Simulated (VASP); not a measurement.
# GaSi2Ru2: the relaxed cell at several levels

Aim: relax GaSi2Ru2 with several functionals and dispersion schemes, and compare the cells. The levels: PBE, LDA, PBEsol, r2SCAN, PBE + D3(BJ) and TPSS + D4. The cell is invented: it takes the structure of a Materials Project entry for GdSi2Ru2 (space group 139 there), with some of its atoms replaced by other elements, volume scaled by an estimate. It may not be a known or stable phase. LASPH is on for some levels and off for others; the table marks which.

Method: PBE; plane waves and PAW (Ru_pv, Ga_d, Si), in the first sound run; inputs show where later runs differ, in VASP 6.6.1.

### Step 1. The starting structure

Before any relaxation, the start is as follows. The structure is tetragonal, space group I4/mmm (No. 139). The conventional cell has a = 3.889 Å, b = 3.889 Å, c = 8.947 Å, α = 90.00°, β = 90.00°, γ = 90.00°. Nearest to Ru lie 4 Si at 2.21 Å and 4 Ru at 2.75 Å and 4 Ga at 2.96 Å. Nearest to Ga lie 8 Ru at 2.96 Å and 8 Si at 3.00 Å. Nearest to Si lie 4 Ru at 2.21 Å and 1 Si at 2.39 Å and 4 Ga at 3.00 Å. It derives from GdSi2Ru2. it takes the structure of a Materials Project entry for GdSi2Ru2 (space group 139 there), with some of its atoms replaced by other elements, volume scaled by an estimate. Farther neighbours are not listed.

### Step 2. Rough relaxation of the start cell

The start is only an estimate, so a cheap relaxation brings it near a minimum before any careful run. PBE, the usual starting point, adds the gradient of the density.

Contents of INCAR:

```
SYSTEM = GaSi2Ru2
PREC = Normal
ENCUT = 400
EDIFF = 1E-05
NELM = 60
ISMEAR = -1
SIGMA = 0.05
LREAL = .FALSE.
ALGO = Fast
GGA = PE
NBANDS = 30
LORBIT = 11
LWAVE = .FALSE.
LCHARG = .FALSE.
KPAR = 2
IBRION = 2
NSW = 40
ISIF = 3
EDIFFG = -0.04
```

Contents of POSCAR:

```
GaSi2Ru2
1.0
   -1.9446230000      1.9446230000      4.4735340000
    1.9446230000     -1.9446230000      4.4735340000
    1.9446230000      1.9446230000     -4.4735340000
Ru Ga Si
2 1 2
Direct
    0.2500000000      0.7500000000      0.5000000000
    0.7500000000      0.2500000000      0.5000000000
    0.0000000000      0.0000000000      0.0000000000
    0.3664998900      0.3664998900      0.0000000000
    0.6335001100      0.6335001100      0.0000000000
```

Contents of KPOINTS:

```
Automatic mesh
0
Gamma
6 6 6
0 0 0
```

PAW data sets: Ru_pv, Ga_d and Si (PBE family, release 64).

Run with:

```sh
> mpirun -np 2 vasp_std
```

The log of the run:

```text
[banner, memory and clock lines left out]
running    2 mpi-ranks, on    1 nodes
 distrk:  each k-point on    1 cores,    2 groups
 distr:  one band on    1 cores,    1 groups

 POSCAR found type information on POSCAR RuGaSi
 POSCAR found :  3 types and       5 ions
 LDA part: xc-table for (Slater+PW92), standard interpolation
 POSCAR, INCAR and KPOINTS ok, starting setup
 FFT: planning ... GRIDC
 FFT: planning ... GRID_SOFT
 FFT: planning ... GRID
 WAVECAR not read
 entering main loop
       N       E                     dE             d eps       ncg     rms          rms(c)
DAV:   1     0.431460207263E+03    0.43146E+03   -0.23114E+04  2104   0.191E+03
DAV:   2     0.605977728009E+00   -0.43085E+03   -0.41536E+03  1906   0.511E+02
DAV:   3    -0.322933501790E+02   -0.32899E+02   -0.30959E+02  2072   0.122E+02
DAV:   4    -0.333283588785E+02   -0.10350E+01   -0.10267E+01  2230   0.223E+01
DAV:   5    -0.333681774787E+02   -0.39819E-01   -0.39803E-01  2424   0.377E+00    0.274E+01
RMM:   6    -0.317401599368E+02    0.16280E+01   -0.41035E+00  1939   0.132E+01    0.101E+01
RMM:   7    -0.315366534185E+02    0.20351E+00   -0.13615E+00  2274   0.446E+00    0.445E+00
RMM:   8    -0.315364862873E+02    0.16713E-03   -0.31626E-01  2168   0.331E+00    0.113E+00
RMM:   9    -0.315303784178E+02    0.61079E-02   -0.57119E-02  2165   0.179E+00    0.473E-01
RMM:  10    -0.315300509011E+02    0.32752E-03   -0.13637E-02  2393   0.738E-01    0.169E-01
RMM:  11    -0.315303008191E+02   -0.24992E-03   -0.29528E-03  2629   0.290E-01    0.183E-01
RMM:  12    -0.315305028109E+02   -0.20199E-03   -0.91031E-04  2400   0.154E-01    0.313E-01
RMM:  13    -0.315302770594E+02    0.22575E-03   -0.80347E-04  2074   0.170E-01    0.505E-02
RMM:  14    -0.315302877765E+02   -0.10717E-04   -0.17597E-04  2066   0.657E-02    0.362E-02
RMM:  15    -0.315302960011E+02   -0.82246E-05   -0.52667E-05  1796   0.418E-02
   1 F= -.31530296E+02 E0= -.31515533E+02  d E =-.315303E+02
 curvature:   0.00 expect dE= 0.000E+00 dE for cont linesearch  0.000E+00
 trial: gam= 0.00000 g(F)=  0.168E+01 g(S)=  0.912E+01 ort = 0.000E+00 (trialstep = 0.100E+01)
 search vector abs. value=  0.108E+02
 bond charge predicted
       N       E                     dE             d eps       ncg     rms          rms(c)
DAV:   1    -0.192221356783E+03   -0.16069E+03   -0.31719E+03  1826   0.670E+02    0.243E+02
RMM:   2    -0.402051651571E+02    0.15202E+03   -0.42914E+02  2235   0.149E+02    0.106E+02
RMM:   3    -0.316256662204E+02    0.85795E+01   -0.52299E+01  2206   0.449E+01    0.765E+01
RMM:   4    -0.318909732051E+02   -0.26531E+00   -0.16646E+01  2420   0.211E+01    0.672E+01
RMM:   5    -0.313524990821E+02    0.53847E+00   -0.10283E+01  2052   0.176E+01    0.246E+01
RMM:   6    -0.299166828417E+02    0.14358E+01   -0.21340E+00  2137   0.876E+00    0.695E+00
RMM:   7    -0.295595985668E+02    0.35708E+00   -0.13414E+00  2161   0.606E+00    0.261E+00
RMM:   8    -0.295594641271E+02    0.13444E-03   -0.54261E-01  2304   0.282E+00    0.898E-01
RMM:   9    -0.295660691405E+02   -0.66050E-02   -0.90901E-02  2598   0.157E+00    0.275E-01
RMM:  10    -0.295683665588E+02   -0.22974E-02   -0.26763E-02  2624   0.626E-01    0.194E-01
RMM:  11    -0.295693093218E+02   -0.94276E-03   -0.11341E-02  2524   0.365E-01    0.123E-01
RMM:  12    -0.295695502977E+02   -0.24098E-03   -0.37883E-03  2435   0.204E-01    0.622E-02
RMM:  13    -0.295696373867E+02   -0.87089E-04   -0.15862E-03  2233   0.122E-01    0.313E-02
RMM:  14    -0.295696860058E+02   -0.48619E-04   -0.58925E-04  2151   0.883E-02    0.294E-02
RMM:  15    -0.295697131303E+02   -0.27125E-04   -0.34864E-04  1754   0.572E-02    0.119E-02
RMM:  16    -0.295697279195E+02   -0.14789E-04   -0.15437E-04  1516   0.369E-02    0.145E-02
RMM:  17    -0.295697336460E+02   -0.57264E-05   -0.72660E-05  1356   0.266E-02
   2 F= -.29569734E+02 E0= -.29548742E+02  d E =0.196056E+01
[... from here on, the cycles between the ionic steps are left out ...]
   3 F= -.33149339E+02 E0= -.33136192E+02  d E =-.161904E+01
   4 F= -.33163602E+02 E0= -.33150490E+02  d E =-.163331E+01
   5 F= -.33164421E+02 E0= -.33151314E+02  d E =-.163412E+01
   6 F= -.33164052E+02 E0= -.33150945E+02  d E =-.163376E+01
   7 F= -.33197676E+02 E0= -.33185381E+02  d E =-.336236E-01
   8 F= -.33212814E+02 E0= -.33199155E+02  d E =-.487618E-01
   9 F= -.33213804E+02 E0= -.33199625E+02  d E =-.497513E-01
  10 F= -.33214716E+02 E0= -.33200094E+02  d E =-.912117E-03
 trial-energy change:   -0.000912  1 .order   -0.000702   -0.005571    0.004166
 step:   0.6599(harm=  0.6261)  dis= 0.00586  next Energy=   -33.215529 (dE=-0.173E-02)
 bond charge predicted
       N       E                     dE             d eps       ncg     rms          rms(c)
DAV:   1    -0.332268564701E+02   -0.12142E-01   -0.16444E-01  2108   0.392E+00    0.877E-01
RMM:   2    -0.332190581978E+02    0.77983E-02   -0.80891E-02  1892   0.174E+00    0.432E-01
RMM:   3    -0.332156600569E+02    0.33981E-02   -0.67575E-03  2040   0.568E-01    0.128E-01
RMM:   4    -0.332154994795E+02    0.16058E-03   -0.17072E-03  2048   0.230E-01    0.487E-02
RMM:   5    -0.332154640371E+02    0.35442E-04   -0.38912E-04  2013   0.120E-01    0.267E-02
RMM:   6    -0.332154701211E+02   -0.60839E-05   -0.88929E-05  1573   0.594E-02
  11 F= -.33215470E+02 E0= -.33201034E+02  d E =-.166656E-02
 curvature:  -0.33 expect dE=-0.127E-03 dE for cont linesearch -0.187E-04
 trial: gam= 0.00000 g(F)=  0.302E-04 g(S)=  0.352E-03 ort =-0.553E-03 (trialstep = 0.101E+01)
 search vector abs. value=  0.382E-03
 reached required accuracy - stopping structural energy minimisation
```

Run time: 2.7 min. Hardware: 2 MPI ranks of AMD EPYC 7R43, shared host; peak memory 0.31 GiB.

The logs omit lines about the potential files and the build; timing stands in the text.

OUTCAR, selected parts (step 2):

```text
ion  position               nearest neighbor table
   1  0.250  0.750  0.500-   4 2.21   5 2.21   4 2.21   5 2.21   2 2.75   2 2.75   2 2.75   2 2.75
                             3 2.96   3 2.96   3 2.96   3 2.96
   2  0.750  0.250  0.500-   4 2.21   5 2.21   4 2.21   5 2.21   1 2.75   1 2.75   1 2.75   1 2.75
                             3 2.96   3 2.96   3 2.96   3 2.96
   3  0.000  0.000  0.000-   2 2.96   1 2.96   1 2.96   2 2.96   1 2.96   2 2.96   2 2.96   1 2.96
                             5 3.00   4 3.00   5 3.00   4 3.00   5 3.00   4 3.00   5 3.00   4 3.00
   4  0.366  0.366  0.000-   1 2.21   2 2.21   1 2.21   2 2.21   5 2.39   3 3.00   3 3.00   3 3.00
                             3 3.00
   5  0.634  0.634  0.000-   1 2.21   2 2.21   1 2.21   2 2.21   4 2.39   3 3.00   3 3.00   3 3.00
                             3 3.00

  LATTYP: Found a body centered tetragonal cell.
 ALAT       =     3.8892460000
 C/A-ratio  =     2.3004633803

 Subroutine GETGRP returns: Found 16 space group operations
 (whereof 16 operations were pure point group operations)

The static configuration has the point symmetry D_4h.

 Found     30 irreducible k-points:

   k-points           NKPTS =     30   k-points in BZ     NKDIM =     30   number of bands    NBANDS=     30

   dimension x,y,z NGX =    28 NGY =   28 NGZ =   28
   dimension x,y,z NGXF=    56 NGYF=   56 NGZF=   56

   ENCUT  =  400.0 eV  29.40 Ry    5.42 a.u.   8.56  8.56  8.56*2*pi/ulx,y,z

   NELECT =      49.0000    total number of electrons

 k-points in reciprocal lattice and weights: Automatic mesh
   0.00000000  0.00000000  0.00000000       0.005
   0.16666667  0.00000000  0.00000000       0.037
   0.33333333 -0.00000000  0.00000000       0.037
   0.50000000 -0.00000000  0.00000000       0.019
   0.16666667  0.16666667  0.00000000       0.037
   0.33333333  0.16666667  0.00000000       0.074
   0.50000000  0.16666667  0.00000000       0.074
  -0.33333333  0.16666667 -0.00000000       0.074
  -0.16666667  0.16666667  0.00000000       0.019
[...]
-0.33333333 -0.33333333  0.33333333       0.009
   0.50000000  0.50000000  0.50000000       0.005

 average (electrostatic) potential at core
       1 -70.4164       2 -70.4164       3 -61.7738       4 -80.0386       5 -80.0386

 E-fermi :   8.9054

 k-point     1 :       0.0000    0.0000    0.0000
  band No.  band energies     occupation
    ...
     19       6.2710      2.00000
     20       7.1827      2.00000
     21       7.1827      2.00000
     22       8.3042      1.99999
     23       8.3678      1.99996
     24       9.6963      0.00000
     25       9.6963      0.00000
     26       9.9404      0.00000
     27      10.1231      0.00000
     28      11.7818      0.00000
    ...

 k-point     2 :       0.1667    0.0000    0.0000
  band No.  band energies     occupation
    ...
     20       6.8955      2.00000
     21       7.2581      2.00000
     22       8.0258      2.00000
     23       8.1317      2.00000
     24       8.6361      1.99088
     25       8.9627      0.48233
     26      10.2033      0.00000
     27      10.7803      0.00000
     28      10.8202      0.00000
     29      12.2293      0.00000
    ...

 k-point     3 :       0.3333   -0.0000    0.0000
  band No.  band energies     occupation
    ...
     20       6.2548      2.00000
     21       7.0068      2.00000
     22       7.5209      2.00000
     23       7.6015      2.00000
     24       7.9112      2.00000
     25       8.9943      0.28881
     26      10.4201      0.00000
     27      10.7499      0.00000
     28      11.1283      0.00000
     29      12.1148      0.00000
    ...

  Total       -0.1078020     -0.1078020     -0.1149441      0.0000000      0.0000000      0.0000000
  in kB       -2.2023188     -2.2023188     -2.3482274      0.0000000      0.0000000      0.0000000
  external PRESSURE =      -2.2509550 kB  Pullay stress =       0.0000000 kB

  energy-cutoff  :      400.00
  volume of cell :       78.43
      direct lattice vectors                 reciprocal lattice vectors
    -2.103481247  2.103481247  4.431184905     0.000000000  0.237701192  0.112836636
     2.103481247 -2.103481247  4.431184905     0.237701192  0.000000000  0.112836636
     2.103481247  2.103481247 -4.431184905     0.237701192  0.237701192  0.000000000

 POSITION                                       TOTAL-FORCE (eV/Angst)
 -----------------------------------------------------------------------------------
      2.10348      0.00000      2.21559        -0.000000     -0.000000     -0.000000
      0.00000      2.10348      2.21559        -0.000000     -0.000000      0.000000
      0.00000     -0.00000      0.00000        -0.000000     -0.000000     -0.000000
      0.00000      0.00000      3.29146         0.000000      0.000000     -0.017699
      0.00000      0.00000      5.57091        -0.000000     -0.000000      0.017699
 -----------------------------------------------------------------------------------
    total drift:                                0.000000     -0.000000      0.000000

  FREE ENERGIE OF THE ION-ELECTRON SYSTEM (eV)
  ---------------------------------------------------
  free  energy   TOTEN  =       -33.2154701211 eV

  energy  without entropy=      -33.1865981831  energy(sigma->0) =      -33.20103415

 reached required accuracy - stopping structural energy minimisation

 total charge
# of ion       s       p       d       tot
------------------------------------------
    1        0.344   6.240   6.232  12.816
    2        0.344   6.240   6.232  12.816
    3        0.922   0.479   9.965  11.365
    4        0.779   0.929   0.000   1.708
    5        0.779   0.929   0.000   1.708
--------------------------------------------------
tot          3.169  14.816  22.428  40.413

[... 3 further parts left out ...]
```

CONTCAR:

```
GaSi2Ru2
   1.00000000000000
    -2.1034812465901211    2.1034812465901211    4.4311849051471253
     2.1034812465901211   -2.1034812465901211    4.4311849051471253
     2.1034812465901211    2.1034812465901211   -4.4311849051471253
  Ru              Ga              Si
     2     1     2
Direct
     0.2500000000000000    0.7500000000000000    0.5000000000000000
     0.7500000000000000    0.2500000000000000    0.5000000000000000
     0.0000000000000000    0.0000000000000000    0.0000000000000000
     0.3713977861433984    0.3713977861433984    0.0000000000000000
     0.6286022138566016    0.6286022138566016    0.0000000000000000
```

This run has no spin polarisation. Its electron count is odd, so without a moment it is a metal by construction. The k-mesh is coarse for a metal. This relaxation is a rough one on cheap settings, only to bring the start near its minimum. After so large a change of volume the plane waves of the start cell no longer fit, so the final stress carries a basis-set error. The run keeps the 16 symmetry operations of its start, so it cannot find a distortion of lower symmetry.

Step by step:

```csv
step,energy less that of the first step (eV),largest force (eV/Å),pressure (GPa),volume (Å³)
1,0.0000,4.1763,39.58,67.67
2,1.9606,5.2816,-21.79,105.58
3,-1.6190,0.6436,-3.18,80.12
4,-1.6333,0.3677,-0.96,79.12
5,-1.6341,0.2886,-0.52,78.85
6,-1.6338,0.2208,0.02,78.62
7,-1.6674,0.1934,0.29,78.38
8,-1.6825,0.1709,0.50,78.11
9,-1.6835,0.1641,0.58,78.02
10,-1.6844,0.0738,-0.65,78.69
11,-1.6852,0.0177,-0.23,78.43
```

```csv
"conventional cell, symmetrised",before,after,change
a (Å),3.889,4.207,+8.2 %
b (Å),3.889,4.207,+8.2 %
c (Å),8.947,8.862,-0.9 %
volume (Å³/atom),13.53,15.69,+15.9 %
```

The atoms that moved most (Å, as changes of fractional coordinates times the final cell):

```csv
atom,dx,dy,dz,length
Si4,0.000,0.000,0.043,0.043
Si5,0.000,0.000,-0.043,0.043
```

The relaxed structure:

```xyz
5
Lattice="-2.1035 2.1035 4.4312 2.1035 -2.1035 4.4312 2.1035 2.1035 -4.4312" Properties=species:S:1:pos:R:3 pbc="T T T"
Ru    2.1035    0.0000    2.2156
Ru    0.0000    2.1035    2.2156
Ga    0.0000    0.0000    0.0000
Si    0.0000    0.0000    3.2915
Si    0.0000    0.0000    5.5709
```

Numbers from this step:

```yaml
electrons: 49
bands: 30
irreducible_k_points: 30
symmetry_operations: 16
free_energy_toten: -33.22 eV
energy_at_zero_smearing: -33.20 eV
fermi_energy: 8.905 eV
pressure: -0.2251 GPa
metallic: yes
scf_cycles_over_all_ionic_steps: 110
```

It ends with a largest force of 0.018 eV/Å and a pressure of -0.23 GPa.

[end of part 1 of 4]

[Lines on the potential files, build, host, timing and source positions are cut from VASP's logs without a mark.]

[Logs are printed without paths, hosts, clocks, repeated set-up lines and the standing remarks that a program may print on its own settings, such as how far it seeks lower states.]

[Hosts, paths, dates, database ids (printed as entryN), source tags and the programs' standing remarks are cut or masked in the printed files.]

[A measured line is paired with the nearest computed mode of its activity, which favours agreement.]
